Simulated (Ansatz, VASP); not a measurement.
## Pb (Pb(111)): VASP beside Ansatz

Wanted: the spread between two codes on one cell, functional and k mesh.

Method: plane waves, with VASP 6.6.1 beside it; band structure at PBE, in Ansatz 0.2.0.

## 1. Set-up

The cell holds 6 atoms: 6 Pb. Cell: a = 3.500 Å, b = 3.500 Å, c = 32.289 Å, α = 90.0°, β = 90.0°, γ = 60.0°. Vacuum lies along c.

## 2. Ansatz: band structure, PBE

Ansatz runs on its default PAW (the set named soft_2) files.

Levels along a path test the potential and the projectors away from the mesh points.

input.yaml reads:

```yaml
crystal:
  lattice:
    - [3.5001785669, 0.0, 0.0]
    - [1.7500892834, 3.0312435567, 0.0]
    - [0.0, 0.0, 32.2894191624]
  atoms:
    - { symbol: Pb, position: [0.3333333333, 0.3333333333, 0.278729077] }
    - { symbol: Pb, position: [0.6666666667, 0.6666666667, 0.3672374462] }
    - { symbol: Pb, position: [0.0, 0.0, 0.4557458154] }
    - { symbol: Pb, position: [0.3333333333, 0.3333333333, 0.5442541846] }
    - { symbol: Pb, position: [0.6666666667, 0.6666666667, 0.6327625538] }
    - { symbol: Pb, position: [0.0, 0.0, 0.721270923] }
hamiltonian:
  xc: pbe
  pseudopotentials: { kind: paw }
kpoints:
  mp_grid: { grid: [18, 18, 1] }
  band_path:
    path:
      - [0.0, 0.0, 0.0]
      - [0.0, -0.03846, 0.0]
      - [0.0, -0.07692, 0.0]
      - [0.0, -0.15385, 0.0]
      - [0.0, -0.19231, 0.0]
      - [0.0, -0.26923, 0.0]
      - [0.0, -0.30769, 0.0]
      - [0.0, -0.34615, 0.0]
      - [0.0, -0.42308, 0.0]
      - [0.0, -0.46154, 0.0]
      - [0.0, -0.5, 0.0]
      - [0.02564, -0.48718, 0.0]
      - [0.05128, -0.47436, 0.0]
      - [0.10256, -0.44872, 0.0]
      - [0.12821, -0.4359, 0.0]
      - [0.17949, -0.41026, 0.0]
      - [0.20513, -0.39744, 0.0]
      - [0.25641, -0.37179, 0.0]
      - [0.28205, -0.35897, 0.0]
      - [0.30769, -0.34615, 0.0]
      - [0.33333, -0.33333, 0.0]
      - [0.30769, -0.30769, 0.0]
      - [0.25641, -0.25641, 0.0]
      - [0.23077, -0.23077, 0.0]
      - [0.20513, -0.20513, 0.0]
      - [0.15385, -0.15385, 0.0]
      - [0.12821, -0.12821, 0.0]
      - [0.07692, -0.07692, 0.0]
      - [0.05128, -0.05128, 0.0]
      - [0.0, 0.0, 0.0]
    npoints: 1
scf:
  occupations: { method: fermi_dirac, width: 0.1 }
  n_extra_bands: 9
efield:
  axis: 3
  dipole_correction: true
  ramp_width: 0.04
output:
  forces: true
  eigenvalues: true
  write_density: true
  write_potential: true
  elf: true
  volumetric_format: npy
```

Command:

```console
ansatz run input.yaml --threads 4 --pin off --max-ram 9216MiB --backend cpu --events-out ev --progress --plain --runs-dir out
```

Numbers of over 12 decimals in the logs are rounded to 6 here.

The log of the run:

```text
scf.n_extra_bands = 9 over 42 filled bands (N_el = 84.0): the run solves 51 bands
Engine: ansatz 0.2.0, aarch64-unknown-linux-gnu
Pseudopotentials: kind: paw
Pseudopotential: Pb, paw, valence charge 14, recommended cutoff 420 eV (normal), Pb.paw.azcp
Functional definition: PBE
  parameter kappa = 0.804
  parameter beta = 0.066725
  exchange = pbe_x(kappa = kappa, mu = beta*pi^2/3)
  correlation = pbe_c(beta = beta)
Crystal: 6 atoms, lattice volume = 342.587 Å³
Basis set: ecut = 420 eV, 6653 PW (Γ), exchange–correlation on 48×48×432 points (8 copies of the dense FFT grid, shifted against one another)
Bands: 51, of which v1, the nominal top of the filled ones, is band 42 counted from 1 (41 counted from 0)
Symmetry: 6 space group operations
k-points: 37 of 324 (time reversal used)
Non-local potential: Pb, projectors of the file, l = 0: 2, l = 1: 2, l = 2: 2, l = 3: 2
PAW form: soft (Blöchl's): semilocal exchange-correlation on the pseudo side does not see the compensation charge
PAW one-centre angular grid: Pb, 590 points (default); XC on 64 Gauss nodes
Initial density: superposition of atomic densities (neutral atoms: chi_scale 0, normalization atom), corrected by the library's trained network
Initial wavefunctions: pseudopotential atomic-orbital guess
Functional: x = pbe(κ = 0.804, μ = 0.219515), c = pbe(β = 0.066725)
SCF iter   1: F=—  HF=-71438.132813 eV  |F-HF|=—  |Δ(HF+E_count)|=         —  Δρ=1.09e-3  dr2=1.06e-1  ethr=1.77e-3  p=0.000 e·Å  D=8.61e-14 V/Å  ΔV_dip=-0.00 eV  dr2_dipole=1.95e-7  V_vac-E_F(+/−)=3.71/3.71 eV  ⟨swp⟩=9.1  Hψ=7942  notcnv=0
efield: sawtooth ramp at fractional position 0.9800 (placed from the atoms, in the widest stretch of the axis that holds none; the zero of the levels goes with the place), width 0.0400; the density the first Hamiltonian is built on has a dipole p = 0.000 e·Å; the dipole correction subtracts the counter field D = 8.61e-14 V/Å, which shifts the + side's vacuum level by -0.00 eV against the − side's; the planar-averaged density in the ramp window peaks in size at 1.2e-5 e/Å³
preconditioner: auto → LDOS  [metal: Δε(μ)=0.029 eV  Ē_g=15.927 eV  σ=0.100 eV  W_gap=0.07  n_scr=64 (ndim 8)  ℏωp=18.4 eV  f_vac=0.436  D(μ)=3.59/eV (n_scr^D=14)  β→1.0]
SCF iter   2: F=—  HF=-71438.129962 eV  |F-HF|=—  |Δ(HF+E_count)|=   2.85e-3  Δρ=5.13e-4  dr2=1.66e-3  ethr=1.26e-4  p=0.000 e·Å  D=4.43e-6 V/Å  ΔV_dip=-0.00 eV  dr2_dipole=3.43e-7  V_vac-E_F(+/−)=3.74/3.74 eV  ⟨swp⟩=2.3  Hψ=2886  notcnv=0  defer=21
SCF iter   3: F=—  HF=-71438.130006 eV  |F-HF|=—  |Δ(HF+E_count)|=   4.36e-5  Δρ=4.02e-4  dr2=1.47e-3  ethr=1.97e-6  p=-0.000 e·Å  D=-2.72e-6 V/Å  ΔV_dip=0.00 eV  dr2_dipole=7.52e-10  V_vac-E_F(+/−)=3.76/3.76 eV  ⟨swp⟩=2.4  Hψ=3481  notcnv=0  defer=21
SCF iter   4: F=—  HF=-71438.129750 eV  |F-HF|=—  |Δ(HF+E_count)|=   2.56e-4  Δρ=5.43e-5  dr2=1.82e-5  ethr=1.75e-6  p=-0.000 e·Å  D=-9.12e-7 V/Å  ΔV_dip=0.00 eV  dr2_dipole=2.14e-9  V_vac-E_F(+/−)=3.76/3.76 eV  ⟨swp⟩=2.0  Hψ=3391  notcnv=0  defer=21
SCF iter   5: F=—  HF=-71438.129877 eV  |F-HF|=—  |Δ(HF+E_count)|=   1.27e-4  Δρ=1.27e-5  dr2=7.89e-7  ethr=2.16e-8  p=-0.000 e·Å  D=-5.07e-7 V/Å  ΔV_dip=0.00 eV  dr2_dipole=1.81e-13  V_vac-E_F(+/−)=3.76/3.76 eV  ⟨swp⟩=2.1  Hψ=3492  notcnv=0  defer=21
SCF iter   6: F=—  HF=-71438.129878 eV  |F-HF|=—  |Δ(HF+E_count)|=   1.84e-7  Δρ=4.18e-6  dr2=1.21e-7  ethr=1.19e-10  p=-0.000 e·Å  D=-2.37e-7 V/Å  ΔV_dip=0.00 eV  dr2_dipole=1.72e-11  V_vac-E_F(+/−)=3.76/3.76 eV  ⟨swp⟩=16.2  Hψ=17653  notcnv=0
SCF iter   7: F=-71438.129878 eV  HF=-71438.129878 eV  |F-HF|=1.34e-8  |Δ(HF+E_count)|=   4.83e-8  Δρ=1.38e-6  dr2=2.30e-8  ethr=1.19e-10  p=-0.000 e·Å  D=-3.28e-8 V/Å  ΔV_dip=0.00 eV  dr2_dipole=1.33e-14  V_vac-E_F(+/−)=3.76/3.76 eV  ⟨swp⟩=11.0  Hψ=13802  notcnv=0
SCF 1 converged in 7 iterations: F = -71438.129878 eV  dr2 = 2.30e-8
  greatest PAW one-centre occupation: 0.978 electrons in one spin orbital (limit 2), on the Pb atom at site 5 (counted from 0), in its partial waves of l = 2
NSCF: frozen V_eff on 30 k-points
efield: sawtooth ramp at fractional position 0.9800 (kept from the solve that this one continues, or follows in the run), width 0.0400; the density the first Hamiltonian is built on has a dipole p = -0.000 e·Å; the dipole correction subtracts the counter field D = -3.28e-8 V/Å, which shifts the + side's vacuum level by +0.00 eV against the − side's; the planar-averaged density in the ramp window peaks in size at 9.3e-8 e/Å³
WARN: The output density's exchange-correlation potential varies sharply where the density is thin. Do not read a vacuum level from v_tot or v_xc, or from such a field of the output density. On a cell that repeats whose density bears no net charge and no dipole along the vacuum's axis use v_es (v_loc + v_h of the components); under efield.dipole_correction with no amplitude use v_es + v_field, which holds any externa [...]
SCF converged after 7 iterations
Free energy (F): -71438.129878 eV
Harris-Foulkes:  -71438.129878 eV  (|F-HF|=1.34e-8)
Internal energy: -71438.016038 eV  (E = F + TS)
E sigma→0 (E₀):  -71438.072958 eV
Entropy (-TS):   -0.113840 eV (-18.973 meV/atom)
Fermi energy:    4.084297 eV
Dipole field:    D = 0.000000 V/Å  (p = 0.000000 e·Å, saw-weighted, corrected)
Work function:   Φ+ = 3.7623 eV   Φ− = 3.7623 eV
Levels:          The Fermi level and band energies are counted from a zero that moves with the ramp; work functions are not
--- Per-component energies (eV) ---
  E_band       = -798.508891
  E_kinetic    = 1732.450004
  E_local      = -78973.000735  (includes V_loc(G=0)·N_el)
  E_nonlocal   = 2097.182842
  E_hartree    = 38573.356568
  E_xc         = -1323.889327
  E_vxc        = -793.840573  (∫ρ·V_xc dr)
  E_paw        = -62433.099438  (= ΣΔE_a)
  E_vpaw       = -2008.041851  (= ΣTr[D̂ρ^β])
  E_aug_tail   = 0.000297  (compensation charges beyond the density's cutoff)
  E_efield     = 0.000000  (sawtooth field / dipole correction)
  E_vefield    = 0.000000  (∫n·V_field dr)
  E_ewald      = 28888.983752
  E_smearing   = -0.113840  (= −TS)
  E_closure    = 0.000000  (closes the sum)
  Σ components = -71438.129878   (vs F -71438.129878, Δ=0.00e0)
--- Forces (eV/Å), atoms counted from 1 ---
  atom   1  Pb     0.00000000     0.00000000     0.03582407
  atom   2  Pb    -0.00000000    -0.00000000    -0.24253136
  atom   3  Pb     0.00000000    -0.00000000     0.02272836
  atom   4  Pb    -0.00000000    -0.00000000    -0.02272845
  atom   5  Pb     0.00000000     0.00000000     0.24253125
  atom   6  Pb    -0.00000000    -0.00000000    -0.03582405
  max |Σ_I F_I| component: 1.84e-7 eV/Å
--- Band table (eV; the first three rows and the last of 37) ---
  k-point 0: bands = [... 38 lower, 3.1097, 4.9377, 6.6502, 7.5532, 7.8132, 8.7580, 9.0323, 9.7252, ... 5 higher]
  k-point 1: bands = [... 38 lower, 3.1544, 4.9722, 6.6808, 7.5950, 7.8542, 8.7881, 9.0399, 9.0529, ... 5 higher]
  k-point 2: bands = [... 38 lower, 3.2829, 5.0610, 6.7358, 7.6678, 7.6883, 7.9272, 8.0700, 8.4417, ... 5 higher]
  k-point 36: bands = [... 38 lower, 1.6228, 2.0817, 2.0817, 2.2730, 2.8853, 3.0179, 3.0179, 3.6859, ... 5 higher]
```

Elapsed: 26 s, on 4 threads of Arm Neoverse V2, shared host; peak memory 1.1 GiB; 1.7 min of CPU time.

In the SCF lines HF is the Harris–Foulkes energy and dr2 the Hartree energy of the density residual, in eV; the loop may stop once dr2 is under the threshold and the program's other checks hold. Hψ counts applications of the Hamiltonian.

## 3. VASP: band structure, PBE

The same cell, functional, mesh and smearing now go to VASP, with its own data sets and cutoff.

Lines of VASP's logs that name or quote its potential files are left out, and so is its time.

INCAR reads:

```
SYSTEM = Pb
PREC = Normal
ENCUT = 300
EDIFF = 1E-06
NELM = 120
ISMEAR = -1
SIGMA = 0.1
LREAL = .FALSE.
ALGO = Fast
GGA = PE
NBANDS = 28
LORBIT = 11
LWAVE = .FALSE.
LCHARG = .TRUE.
IDIPOL = 3
LDIPOL = .TRUE.
DIPOL = 0.5 0.5 0.5
LVHAR = .TRUE.
LVACPOTAV = .TRUE.
LELF = .TRUE.
NEDOS = 1500
```

POSCAR reads:

```
Pb
1.0
    3.5001785669      0.0000000000      0.0000000000
    1.7500892834      3.0312435567      0.0000000000
    0.0000000000      0.0000000000     32.2894191624
Pb
6
Direct
    0.3333333333      0.3333333333      0.2787290770
    0.6666666667      0.6666666667      0.3672374462
    0.0000000000      0.0000000000      0.4557458154
    0.3333333333      0.3333333333      0.5442541846
    0.6666666667      0.6666666667      0.6327625538
    0.0000000000      0.0000000000      0.7212709230
```

KPOINTS reads:

```
Automatic mesh
0
Gamma
18 18 1
0 0 0
```

KPOINTS_OPT reads:

```
Line mode
14
Line-mode
Reciprocal
  0.00000000   0.00000000   0.00000000 GAMMA
  0.00000000  -0.50000000   0.00000000 M

  0.00000000  -0.50000000   0.00000000 M
  0.33333333  -0.33333333   0.00000000 K

  0.33333333  -0.33333333   0.00000000 K
  0.00000000   0.00000000   0.00000000 GAMMA
```

The projector-augmented-wave data sets are Pb (PBE family, release 64).

Command:

```console
mpirun -np 2 vasp_std
```

The log of the run:

```text
[banner, memory and clock lines left out]
running    2 mpi-ranks, on    1 nodes
 distrk:  each k-point on    2 cores,    1 groups
 distr:  one band on    1 cores,    2 groups

 POSCAR found type information on POSCAR Pb
 POSCAR found :  1 types and       6 ions
 LDA part: xc-table for (Slater+PW92), standard interpolation
 POSCAR, INCAR and KPOINTS ok, starting setup
 FFT: planning ... GRIDC
 FFT: planning ... GRID_SOFT
 FFT: planning ... GRID
 WAVECAR not read
 entering main loop
       N       E                     dE             d eps       ncg     rms          rms(c)
DAV:   1     0.905768742955E+02    0.90577E+02   -0.49845E+03  2088   0.392E+02
DAV:   2    -0.103751133110E+02   -0.10095E+03   -0.95554E+02  2788   0.850E+01
DAV:   3    -0.207882267987E+02   -0.10413E+02   -0.10258E+02  2644   0.310E+01
DAV:   4    -0.212103482014E+02   -0.42212E+00   -0.42192E+00  2836   0.631E+00
DAV:   5    -0.212171391369E+02   -0.67909E-02   -0.67908E-02  2724   0.920E-01    0.114E+01
RMM:   6    -0.211951775323E+02    0.21962E-01   -0.28993E-02  2434   0.457E-01    0.680E+00
RMM:   7    -0.226353309126E+02   -0.14402E+01   -0.17143E-01  2932   0.903E-01    0.490E+00
RMM:   8    -0.210811046327E+02    0.15542E+01   -0.61518E-02  2814   0.628E-01    0.554E-01
RMM:   9    -0.210795078321E+02    0.15968E-02   -0.72269E-03  2718   0.271E-01    0.413E-01
RMM:  10    -0.210777699448E+02    0.17379E-02   -0.13538E-03  2590   0.120E-01    0.144E-01
RMM:  11    -0.210780184755E+02   -0.24853E-03   -0.24286E-04  2740   0.529E-02    0.431E-02
RMM:  12    -0.210780651340E+02   -0.46659E-04   -0.19869E-04  2580   0.328E-02    0.321E-02
RMM:  13    -0.210781493456E+02   -0.84212E-04   -0.68005E-05  2646   0.194E-02    0.237E-02
RMM:  14    -0.210783417584E+02   -0.19241E-03   -0.24989E-05  2661   0.131E-02    0.487E-03
RMM:  15    -0.210783948847E+02   -0.53126E-04   -0.68278E-06  2532   0.657E-03    0.340E-03
RMM:  16    -0.210784606985E+02   -0.65814E-04   -0.75156E-06  2477   0.540E-03    0.385E-03
RMM:  17    -0.210784689176E+02   -0.82192E-05   -0.11248E-06  2239   0.219E-03    0.155E-03
RMM:  18    -0.210784812575E+02   -0.12340E-04   -0.93446E-07  2136   0.146E-03    0.227E-03
RMM:  19    -0.210784839843E+02   -0.27268E-05   -0.19773E-07  1793   0.853E-04    0.637E-04
RMM:  20    -0.210784911125E+02   -0.71282E-05   -0.12655E-07  1757   0.804E-04    0.220E-04
RMM:  21    -0.210784950227E+02   -0.39101E-05   -0.45774E-08  1599   0.689E-04    0.233E-04
RMM:  22    -0.210784968009E+02   -0.17782E-05   -0.63538E-08  1587   0.699E-04    0.125E-04
RMM:  23    -0.210784969373E+02   -0.13643E-06   -0.71814E-09  1279   0.591E-04
|                                                                             |
|           W    W    AA    RRRRR   N    N  II  N    N   GGGG   !!!           |
|           W    W   A  A   R    R  NN   N  II  NN   N  G    G  !!!           |
|           W    W  A    A  R    R  N N  N  II  N N  N  G       !!!           |
|           W WW W  AAAAAA  RRRRR   N  N N  II  N  N N  G  GGG   !            |
|           WW  WW  A    A  R   R   N   NN  II  N   NN  G    G                |
|           W    W  A    A  R    R  N    N  II  N    N   GGGG   !!!           |
|                                                                             |
|     Did not find any points to average over, which means that no vacuum     |
|     field-free region was found. Please increase the size of  your cell     |
|     in the dimension of the dipole correction to obtain accurate            |
|     workfunction values.                                                    |
|                                                                             |

   1 F= -.21078497E+02 E0= -.21021636E+02  d E =-.113722E+00
 Start KPOINTS_OPT (optional k-point list driver)
k-point batch [1-37\42]
       N       E                     dE             ncg
DAV:   1     0.459259301669E+03   -0.16768E+05     2072
DAV:   2    -0.322161910313E+04   -0.36809E+04     2832
DAV:   3    -0.360402345131E+04   -0.38240E+03     2580
DAV:   4    -0.361755046405E+04   -0.13527E+02     2732
DAV:   5    -0.361781300617E+04   -0.26254E+00     2628
DAV:   6    -0.361782341990E+04   -0.10414E-01     2792
DAV:   7    -0.361782375535E+04   -0.33545E-03     2632
DAV:   8    -0.361782376977E+04   -0.14421E-04     2304
DAV:   9    -0.361782377038E+04   -0.60235E-06     1672
k-point batch [38-42\42]
       N       E                     dE             ncg
DAV:   1     0.172097475807E+05   -0.26941E+03      280
DAV:   2     0.168617867140E+05   -0.34796E+03      364
DAV:   3     0.168147795477E+05   -0.47007E+02      368
DAV:   4     0.168126705267E+05   -0.21090E+01      444
DAV:   5     0.168126475688E+05   -0.22958E-01      400
DAV:   6     0.168126463102E+05   -0.12587E-02      428
DAV:   7     0.168126462958E+05   -0.14351E-04      388
DAV:   8     0.168126462953E+05   -0.53646E-06      368
```

[end of part 1 of 2]

[Lines on the potential files, build, host, timing and source positions are cut from VASP's logs without a mark.]

[Logs are printed without paths, hosts, clocks, repeated set-up lines and the standing remarks that a program may print on its own settings, such as how far it seeks lower states.]

[Hosts, paths, dates, database ids (printed as entryN), source tags and the programs' standing remarks are cut or masked in the printed files.]
